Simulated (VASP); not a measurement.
Output of a VASP run:

OSZICAR:
```
       N       E                     dE             d eps       ncg     rms          rms(c)
DAV:   1     0.105411889416E+03    0.10541E+03   -0.79755E+03  2512   0.107E+03
DAV:   2    -0.101249056222E+02   -0.11554E+03   -0.11145E+03  3000   0.383E+02
DAV:   3    -0.182802238312E+02   -0.81553E+01   -0.80038E+01  4880   0.740E+01
DAV:   4    -0.184764800209E+02   -0.19626E+00   -0.19554E+00  3168   0.106E+01
DAV:   5    -0.184844655080E+02   -0.79855E-02   -0.79761E-02  4176   0.206E+00    0.948E+00
DAV:   6    -0.172279500479E+02    0.12565E+01   -0.52804E+00  3984   0.201E+01    0.291E+00
DAV:   7    -0.172242123803E+02    0.37377E-02   -0.10402E-01  3144   0.317E+00    0.174E+00
DAV:   8    -0.172204811801E+02    0.37312E-02   -0.21847E-02  4404   0.121E+00    0.321E-01
DAV:   9    -0.172205033063E+02   -0.22126E-04   -0.70583E-04  3124   0.225E-01    0.133E-01
DAV:  10    -0.172205149720E+02   -0.11666E-04   -0.13632E-04  3456   0.155E-01    0.161E-02
DAV:  11    -0.172205132434E+02    0.17286E-05   -0.40115E-06  3536   0.242E-02    0.704E-03
DAV:  12    -0.172205125249E+02    0.71852E-06   -0.64648E-07  3344   0.122E-02    0.236E-03
DAV:  13    -0.172205121710E+02    0.35386E-06   -0.63575E-08  2036   0.334E-03    0.544E-04
DAV:  14    -0.172205121587E+02    0.12302E-07   -0.14629E-08  1840   0.184E-03
   1 F= -.17220512E+02 E0= -.17220512E+02  d E =0.000000E+00
```

File OUTCAR:
```
------------------------ aborting loop because EDIFF is reached ----------------------------------------
  FORCE on cell =-STRESS in cart. coord.  units (eV):
  Direction    XX          YY          ZZ          XY          YZ          ZX
  --------------------------------------------------------------------------------------
  Total        0.0085540      0.0085540      0.0085540      0.0000000      0.0000000      0.0000000
  in kB        0.4145720      0.4145720      0.4145720      0.0000000      0.0000000      0.0000000
  external PRESSURE =       0.4145720 kB  Pullay stress =       0.0000000 kB
  volume of cell :       33.06
      direct lattice vectors                 reciprocal lattice vectors
     0.000000000  2.547319081  2.547319081    -0.196284794  0.196284794  0.196284794
     2.547319081  0.000000000  2.547319081     0.196284794 -0.196284794  0.196284794
     2.547319081  2.547319081  0.000000000     0.196284794  0.196284794 -0.196284794
 POSITION                                       TOTAL-FORCE (eV/Angst)
 -----------------------------------------------------------------------------------
      0.00000      0.00000      0.00000        -0.000000      0.000000      0.000000
      2.54732      2.54732      2.54732         0.000000     -0.000000      0.000000
 -----------------------------------------------------------------------------------
    total drift:                               -0.000000     -0.000000      0.000000
  FREE ENERGIE OF THE ION-ELECTRON SYSTEM (eV)
  ---------------------------------------------------
  free  energy   TOTEN  =       -17.2205121587 eV

  energy  without entropy=      -17.2205121587  energy(sigma->0) =      -17.22051216

 total charge

# of ion       s       p       d       tot
------------------------------------------
    1        0.794   0.973   0.000   1.767
    2        2.143   6.003   2.598  10.744
--------------------------------------------------
tot          2.937   6.975   2.598  12.511
```
(Selected blocks of OUTCAR.)

**POSCAR**
```
NbSi
1
    0.0000000000     2.5473190810     2.5473190810
    2.5473190810     0.0000000000     2.5473190810
    2.5473190810     2.5473190810    -0.0000000000
Si Nb
1 1
Direct
  0.0000000000   0.0000000000   0.0000000000
  0.5000000000   0.5000000000   0.5000000000
```

Question: Reconstruct the remaining input files.

Answer: This is not unique; one that fits is the input of the run itself, PBEsol GGA, plane waves, VASP's PBE PAW potentials (set 64).

KPOINTS:
```
Automatic mesh
0
gamma
  14 14 14
0 0 0
```

### INCAR
```
SYSTEM = NbSi
PREC = Accurate
ENCUT = 400
EDIFF = 1E-7
NELM = 100
ALGO = Normal
LREAL = .FALSE.
LASPH = .TRUE.
ISMEAR = -5
GGA = PS
LMAXMIX = 4
LWAVE = .FALSE.
LCHARG = .TRUE.
LORBIT = 11
NEDOS = 601
ISIF = 2
```

POTCAR, in this order: Si Nb_sv (PBE.64 set). Program: vasp_std.

For a metal the tetrahedron method with Blöchl corrections gives inexact stress and forces.

The structure was generated: NbSi was put into the rocksalt type (Fm-3m), which need not be its known phase. It was relaxed first, which changed the volume by -22 %. The electron count is odd and the run is not spin-polarised, which forces a metal.
